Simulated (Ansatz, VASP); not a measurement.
# Cross-check of CSO between VASP and Ansatz, part 3 of 3

Aim: how closely do two programs agree when they are given the same cell, functional and k mesh? The cell is taken from a series of runs on this material, whose earlier steps may have relaxed, scaled, displaced or heated it; both programs get it as it stands.

VASP 6.6.1 and Ansatz 0.2.0.

So far: Starting point; VASP: zone-centre phonons, PBEsol.

**3. Ansatz: zone-centre phonons, PBEsol**

Level of this step: Ansatz beside VASP: Kohn-Sham DFT, plane waves, PBEsol (Ansatz).

Ansatz runs on its PAW soft_1 files.

The same cell, functional and mesh now go to Ansatz, which takes its cutoff from its data sets.

Contents of input.yaml:

```yaml
crystal:
  lattice:
    - [3.2494992601, 1.8760991082, 1.9953099433]
    - [-3.2494992601, 1.8760991082, 1.9953099433]
    - [0.0, -3.7521987095, 1.9953094797]
  atoms:
    - { symbol: C, position: [0.7987995667, 0.7987995667, 0.7987995667] }
    - { symbol: S, position: [0.5378044314, 0.5378044314, 0.5378044314] }
    - { symbol: O, position: [0.9935960019, 0.9935960019, 0.9935960019] }
kpoints:
  mp_grid: { grid: [6, 6, 6] }
hamiltonian:
  xc: pbesol
  pseudopotentials: { kind: paw, azcp: { folder: soft_1 }, xc_functional: pbe }
scf:
  occupations: { method: fixed }
output:
  eigenvalues: true
phonons:
  method: dfpt
  qmesh: [2, 2, 2]
  temperatures: { t_max: 1000, t_step: 50 }
  qpath:
    path:
      - [[0.0, 0.0, 0.0], [0.5, 0.0, 0.0], [0.5, -0.5, 0.5], [0.35518682, -0.64481318, 0.35518682]]
      - [[0.35518682, 0.35518682, 0.35518682], [0.0, 0.0, 0.0], [0.5, -0.5, 0.0]]
    npoints: 10
```

Run with:

```
$ ansatz run input.yaml --threads 4 --pin off --max-ram 10240MiB --backend cpu --events-out ev --progress --plain --runs-dir out
```

Numbers of over 12 decimals in the logs are rounded to 6 here.

The log of the run:

```text
Warning: phonons: the dynamical matrix that this run interpolates holds no multipole term above the dipole-dipole one, and a site of this crystal is no centre of inversion, so its interpolated transverse optical and acoustic branches and sound speeds can stay off near Gamma, and the density of states and the thermodynamics with them. What a run solves at a wave vector of phonons.qpoints, Gamma apart, where the deck admits one, is free of this, and under fd what a larger phonons.supercell samples
Engine: ansatz 0.2.0, aarch64-unknown-linux-gnu
Pseudopotentials: kind: paw
Pseudopotential: C, paw, valence charge 4, recommended cutoff 420 eV (normal), soft_1/C.paw.azcp
Pseudopotential: S, paw, valence charge 6, recommended cutoff 420 eV (normal), soft_1/S.paw.azcp
Pseudopotential: O, paw, valence charge 6, recommended cutoff 420 eV (normal), soft_1/O.paw.azcp
Functional definition: PBEsol
  exchange = pbesol_x
  correlation = pbesol_c
Crystal: 3 atoms, lattice volume = 72.985 Å³
Basis set: ecut = 420 eV, 1387 PW (Γ), exchange–correlation on 60×60×60 points (8 copies of the dense FFT grid, shifted against one another)
Bands: 12, of which v1, the nominal top of the filled ones, is band 8 counted from 1 (7 counted from 0)
Symmetry: 6 space group operations
k-points: 32 of 216 (time reversal used)
Non-local potential: C, projectors of the file, l = 0: 2, l = 1: 2, l = 2: 1
Non-local potential: S, projectors of the file, l = 0: 2, l = 1: 2, l = 2: 1
Non-local potential: O, projectors of the file, l = 0: 2, l = 1: 2, l = 2: 1
PAW form: soft (Blöchl's): semilocal exchange-correlation on the pseudo side does not see the compensation charge
PAW frozen core: C, regenerated for the run's functional, and the local potential with it (the file was generated under x = pbe(κ = 0.804, μ = 0.219515), c = pbe(β = 0.066725))
PAW frozen core: S, regenerated for the run's functional, and the local potential with it (the file was generated under x = pbe(κ = 0.804, μ = 0.219515), c = pbe(β = 0.066725))
PAW frozen core: O, regenerated for the run's functional, and the local potential with it (the file was generated under x = pbe(κ = 0.804, μ = 0.219515), c = pbe(β = 0.066725))
PAW one-centre angular grid: C, 110 points (default); XC on 64 Gauss nodes
PAW one-centre angular grid: S, 110 points (default); XC on 64 Gauss nodes
PAW one-centre angular grid: O, 110 points (default); XC on 64 Gauss nodes
Initial density: superposition of atomic densities (chi_scale 0.1, normalization cell, long waves kept (reshape's long-wave potential 0.09 eV rms))
Initial wavefunctions: pseudopotential atomic-orbital guess
Functional: x = pbesol(κ = 0.804, μ = 0.123457), c = pbesol(β = 0.046)
SCF iter   1: F=—  HF=-1692.053310 eV  |F-HF|=—  |Δ(HF+E_count)|=         —  Δρ=5.85e-2  dr2=2.41e0  ethr=3.10e-3  ⟨swp⟩=5.1  Hψ=2353  notcnv=0  defer=57
preconditioner: auto → none  [insulator: Δε(μ)=5.193 eV  Ē_g=11.615 eV  n_scr=12 (ndim 8)  ℏωp=16.3 eV  f_vac=0.083  ε∞_Penn≈3.0]
SCF iter   2: F=—  HF=-1691.479135 eV  |F-HF|=—  |Δ(HF+E_count)|=   5.74e-1  Δρ=3.80e-2  dr2=8.86e-1  ethr=3.10e-3  ⟨swp⟩=3.0  Hψ=1071  notcnv=0  defer=64
SCF iter   3: F=—  HF=-1691.353749 eV  |F-HF|=—  |Δ(HF+E_count)|=   1.25e-1  Δρ=2.34e-2  dr2=2.93e-1  ethr=3.10e-3  ⟨swp⟩=2.7  Hψ=990  notcnv=0  defer=64
SCF iter   4: F=—  HF=-1691.304908 eV  |F-HF|=—  |Δ(HF+E_count)|=   4.88e-2  Δρ=8.86e-3  dr2=3.51e-2  ethr=1.83e-3  ⟨swp⟩=2.0  Hψ=576  notcnv=0  defer=58
SCF iter   5: F=—  HF=-1691.300412 eV  |F-HF|=—  |Δ(HF+E_count)|=   4.50e-3  Δρ=3.30e-3  dr2=7.67e-3  ethr=2.19e-4  ⟨swp⟩=3.0  Hψ=712  notcnv=0  defer=64
SCF iter   6: F=—  HF=-1691.299163 eV  |F-HF|=—  |Δ(HF+E_count)|=   1.25e-3  Δρ=6.67e-4  dr2=2.26e-4  ethr=4.79e-5  ⟨swp⟩=2.1  Hψ=454  notcnv=0  defer=64
SCF iter   7: F=—  HF=-1691.299190 eV  |F-HF|=—  |Δ(HF+E_count)|=   2.69e-5  Δρ=1.48e-4  dr2=8.77e-6  ethr=1.41e-6  ⟨swp⟩=2.7  Hψ=660  notcnv=0  defer=64
SCF iter   8: F=—  HF=-1691.299190 eV  |F-HF|=—  |Δ(HF+E_count)|=   3.58e-8  Δρ=2.12e-5  dr2=3.87e-7  ethr=5.48e-8  ⟨swp⟩=2.1  Hψ=631  notcnv=0  defer=4
SCF iter   9: F=—  HF=-1691.299190 eV  |F-HF|=—  |Δ(HF+E_count)|=   4.17e-7  Δρ=5.68e-6  dr2=1.98e-8  ethr=2.42e-9  ⟨swp⟩=2.0  Hψ=605  notcnv=0
SCF iter  10: F=—  HF=-1691.299190 eV  |F-HF|=—  |Δ(HF+E_count)|=   1.27e-9  Δρ=1.65e-6  dr2=2.08e-9  ethr=1.23e-10  ⟨swp⟩=2.4  Hψ=648  notcnv=0
SCF iter  11: F=—  HF=-1691.299190 eV  |F-HF|=—  |Δ(HF+E_count)|=  1.42e-10  Δρ=2.55e-7  dr2=4.47e-11  ethr=1.30e-11  ⟨swp⟩=2.2  Hψ=641  notcnv=0
SCF iter  12: F=-1691.299190 eV  HF=-1691.299190 eV  |F-HF|=9.09e-13  |Δ(HF+E_count)|=  2.50e-12  Δρ=6.47e-8  dr2=2.47e-12  ethr=1.00e-12  ⟨swp⟩=9.0  Hψ=2772  notcnv=0
SCF 1 converged in 12 iterations: F = -1691.299190 eV  dr2 = 2.47e-12
[...]
SCF iter   4: F=—  HF=-1691.299190 eV  |F-HF|=—  |Δ(HF+E_count)|=   4.25e-9  Δρ=2.50e-6  dr2=4.54e-9  ethr=1.08e-10  ⟨swp⟩=2.0  Hψ=990  notcnv=0  defer=126
SCF iter   5: F=—  HF=-1691.299190 eV  |F-HF|=—  |Δ(HF+E_count)|=  4.93e-10  Δρ=2.08e-6  dr2=3.12e-9  ethr=2.84e-11  ⟨swp⟩=1.0  Hψ=817  notcnv=0  defer=126
SCF iter   6: F=—  HF=-1691.299190 eV  |F-HF|=—  |Δ(HF+E_count)|=  4.32e-10  Δρ=1.64e-6  dr2=1.97e-9  ethr=1.95e-11  ⟨swp⟩=1.0  Hψ=818  notcnv=0  defer=126
[...]
SCF converged after 12 iterations
Free energy (F): -1691.299190 eV
Harris-Foulkes:  -1691.299190 eV  (|F-HF|=9.09e-13)
Internal energy: -1691.299190 eV  (E = F + TS)
E sigma→0 (E₀):  -1691.299190 eV
Fermi energy:    -1.492560 eV
--- Per-component energies (eV) ---
  E_band       = -133.228304
  E_kinetic    = 354.330219
  E_local      = -1018.057408  (includes V_loc(G=0)·N_el)
  E_nonlocal   = 112.943277
  E_hartree    = 351.347918
  E_xc         = -200.400253
  E_vxc        = -224.099733  (∫ρ·V_xc dr)
  E_paw        = -845.493652  (= ΣΔE_a)
  E_vpaw       = -61.041241  (= ΣTr[D̂ρ^β])
  E_aug_tail   = 0.000784  (compensation charges beyond the density's cutoff)
  E_ewald      = -446.088413
  E_core_change = 0.118338  (= ΣΔE_core)
  E_smearing   = -0.000000  (= −TS)
  E_closure    = -0.000000  (closes the sum)
  Σ components = -1691.299190   (vs F -1691.299190, Δ=0.00e0)
--- Band table (eV; the first three rows and the last of 32) ---
  k-point 0: bands = [... 4 lower, -5.7571, -5.5335, -1.6360, -1.6360, 3.4079, 3.4079, 4.1027, 7.0624]
  k-point 1: bands = [... 4 lower, -5.7606, -5.6318, -1.7296, -1.6008, 3.4442, 3.5147, 4.5859, 7.0441]
  k-point 2: bands = [... 4 lower, -5.7788, -5.7678, -1.9017, -1.5291, 3.5170, 3.8346, 5.6413, 7.0159]
  k-point 31: bands = [... 4 lower, -6.1090, -6.0575, -2.0467, -2.0467, 4.2270, 4.2270, 6.0286, 8.1013]
--- Phonons (Γ-DFPT): 6 representative perturbations + reference (Σ response iterations 19) ---
  ASR residual: 7.938e-5 → 0.000e0 eV/Å²; symmetrization residual: 2.213e-5 eV/Å²
  ASR residual per site (eV/Å²): 7.37e-5 1.75e-5 7.94e-5
  Γ frequencies (cm⁻¹): 0.00 0.00 0.00 64.39 64.39 504.82 504.82 873.42 2030.99
  Unit cell's response to a homogeneous field, on a k mesh of 6×6×6: 2 representative field directions (Σ response iterations 17)
  ε∞ (high-frequency dielectric tensor):
        1.931688     0.000000    -0.000000
        0.000000     1.931688    -0.000000
        0.000000    -0.000000     2.923105
  ε⁰ (static dielectric tensor): not given — the deck does not say what the cell's rigid motions are, and on a molecule in a box or a wire the rigid rotations would enter the sum over the modes at Γ. For a crystal or a slab, whose only rigid motions are the translations, set phonons.rigid_motions: translations.
  Born effective charges Z* (e; rows j = field, columns β = displacement):
    site 0:
         0.12939    0.00000   -0.00000
         0.00000    0.12939   -0.00000
        -0.00000   -0.00000    3.30922
    site 1:
         0.04807    0.00000    0.00000
         0.00000    0.04807    0.00000
         0.00000    0.00000   -0.98531
    site 2:
        -0.17746   -0.00000    0.00000
        -0.00000   -0.17746    0.00000
         0.00000    0.00000   -2.32391
  Z* charge neutrality: 3.289e-5 e pre-enforcement
  k-mesh period / interband length: 25.5 Å / 1.07 Å = 23.87 at k = (0.0000, 0.0000, 0.0000), direct gap 5.044 eV — 14 or more, which is no proof of convergence
  optical modes at Γ without the LO–TO term, one row a degenerate level:
      ω (cm⁻¹)  modes    IR ((D/Å)²/amu)
         64.39      2             0.0454
        504.82      2             0.1130
        873.42      1             0.1222
       2030.99      1            29.3986
  optical modes at Γ + LO–TO along q̂ = [1.0000, 0.0000, 0.0000]:
      ω (cm⁻¹)  modes    IR ((D/Å)²/amu)
         64.39      1             0.0227
         67.00      1             0.0226
        504.82      1             0.0565
        505.67      1             0.0567
        873.42      1             0.1222
       2030.99      1            29.3986
  optical modes at Γ + LO–TO along q̂ = [0.0000, 1.0000, 0.0000]:
      ω (cm⁻¹)  modes    IR ((D/Å)²/amu)
         64.39      1             0.0227
         67.00      1             0.0226
        504.82      1             0.0565
        505.67      1             0.0567
        873.42      1             0.1222
       2030.99      1            29.3986
  optical modes at Γ + LO–TO along q̂ = [0.0000, 0.0000, 1.0000]:
      ω (cm⁻¹)  modes    IR ((D/Å)²/amu)
         64.39      2             0.0454
        504.82      2             0.1130
        874.06      1             0.1034
       2102.12      1            29.4175
--- Phonons (arbitrary-q DFPT): 4 irreducible q on the 2×2×2 mesh ---
  q = [0.0000, 0.0000, 0.0000] (star 1, of the zone-centre solve; hermiticity 1.73e-7, symmetrization 8.67e-8): -0.00 0.00 0.00 64.39 64.39 504.82 504.82 873.42 2030.99
  q = [0.0000, 0.0000, -0.5000] (star 3, 9 solved perturbations on 68 of 216 k-point pairs; hermiticity 2.01e-8, symmetrization 1.56e-15): 25.53 35.21 36.90 52.66 58.83 501.48 506.97 873.39 2067.48
  q = [0.0000, -0.5000, -0.5000] (star 3, 6 solved perturbations in 540 linear systems a pass and spin channel, the states on 112 of 216 k-point pairs; hermiticity 8.21e-7, symmetrization 4.08e-7): 17.63 32.69 32.70 45.43 58.90 500.31 504.39 875.07 2056.31
  q = [-0.5000, -0.5000, -0.5000] (star 1, 6 solved perturbations in 300 linear systems a pass and spin channel, the states on 68 of 216 k-point pairs; hermiticity 1.08e-6, symmetrization 5.42e-7): 24.54 24.54 41.47 41.47 58.93 505.00 505.00 873.06 2046.66
  sum rule: each row above includes the acoustic sum rule's correction from the zone centre's row sums; it moved no ω² by more than (1.29 cm⁻¹)²
  mesh force constants: q→R imaginary residual 0.00e0; ASR residual 7.938e-5 → 0.000e0 eV/Å²; symmetrization residual 8.527e-14 eV/Å²
  interpolated dispersion: 53 rows × 9 modes
  density of states and harmonic sums: on the 16×16×16 q-mesh, interpolated from the force constants of a 2×2×2 supercell (with the dipole–dipole term)
  largest difference from the sums on the solved wave vectors: F 5.14e-2 eV, S 5.69e-5 and C_V 5.33e-6 eV/K
  zero-point energy: 0.255818 eV/cell   skipped modes (ω ≤ 0): 128, of them read as no rigid motion or as one in doubt: 125 (3.120e-1 modes/cell left out, lowest -17.81 cm⁻¹)   rigid motions above zero, counted: 76   left out of the sums: 3.47e-2 of the cell's modes: C_V's classical limit lies that fraction below 3 k_B per atom; for a crystal, a wire or a layer, F and S can be off by more, and a phonons.interpolated_qmesh denser along its periods is the remedy for the sampling
```

**4. Comparison**

Known differences besides the potentials themselves: fixed occupations in Ansatz, narrow Gaussian smearing in VASP; VASP's run holds the zone centre alone; the cutoff is 420 eV in Ansatz and 600 eV in VASP; Ansatz makes its cores anew for this functional, VASP keeps those of its PBE data sets. Total energies have different zeros and are not compared.

Both answers:

```csv
quantity,Ansatz,VASP,difference
ε∞ xx,1.93,1.93,-0.06 %
ε∞ yy,1.93,1.93,-0.06 %
ε∞ zz,2.92,2.92,+0.09 %
Born charge of C1 (mean of the diagonal) (e),1.19,1.19,0.00
Born charge of S2 (mean of the diagonal) (e),-0.30,-0.30,0.00
Born charge of O3 (mean of the diagonal) (e),-0.89,-0.89,0.00
optical mode 1 to 2 (cm⁻¹),64.4,43.4,+21.0
optical mode 3 to 4 (cm⁻¹),504.8,487.5,+3.55 %
optical mode 5 (cm⁻¹),873.4,865.2,+0.95 %
optical mode 6 (cm⁻¹),2031.0,2081.6,-2.43 %
```

Modes are paired by rising frequency, not by their patterns, so a pair may set unlike modes beside each other; they are those without the splitting of longitudinal modes.

**5. Outcome**

* r.m.s. difference of the optical zone-centre modes, each program's sorted by frequency (zone-centre phonons, PBEsol): 26 cm⁻¹
* difference in optical mode 3 to 4 (zone-centre phonons, PBEsol): +3.6 %

What this shows: The r.m.s. difference of the optical zone-centre modes, each program's sorted by frequency is 26 cm⁻¹ (zone-centre phonons, PBEsol). Among the rows given in per cent, the largest difference of the zone-centre phonons, PBEsol pair is in optical mode 3 to 4, +3.6 %. What causes the difference of the zone-centre phonons, PBEsol pair stays open here. Such differences can come from data sets, numerical settings and the points named under the comparisons, not from the functional's error against experiment.

[Lines on the potential files, build, host, timing and source positions are cut from VASP's logs without a mark.]

[Logs are printed without paths, hosts, clocks, repeated set-up lines and the standing remarks that a program may print on its own settings, such as how far it seeks lower states.]

[Hosts, paths, dates, database ids (printed as entryN), source tags and the programs' standing remarks are cut or masked in the printed files.]
